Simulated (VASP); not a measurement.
The system is GaCo.

```
CELL_PARAMETERS angstrom
2.88310 0.00000 0.00000
0.00000 2.88310 0.00000
0.00000 0.00000 2.88310
ATOMIC_POSITIONS crystal
Ga 0.50000 0.50000 0.50000
Co 0.00000 0.00000 0.00000
```

Base run:

```yaml
Program: VASP 6.6.1
Functional: revPBE
Potentials_or_basis: VASP PAW PBE potentials, release 64 (Ga_d, Co)
Cutoff: 520 eV
k_mesh: 16 × 16 × 16
Occupations: gaussian, width 0.15 eV
Spin: no spin polarisation
```

Its results: band gap on the k mesh none (metal or under the smearing width); pressure 3.3 GPa.

The run is repeated on the same cell with these changes: functional from revPBE to PBEsol; further incar settings from ALGO = Normal; EDIFF = 1e-07; NBANDS = 18 to ALGO = Fast; EDIFF = 1e-06; NBANDS = 18. What comes out?

Band gap on the k mesh none (metal or under the smearing width); pressure -7.7 GPa.

Caveats: the PAW data sets were made with another functional, which shifts forces and pressure a little.

Not every run made on this cell is shown here.
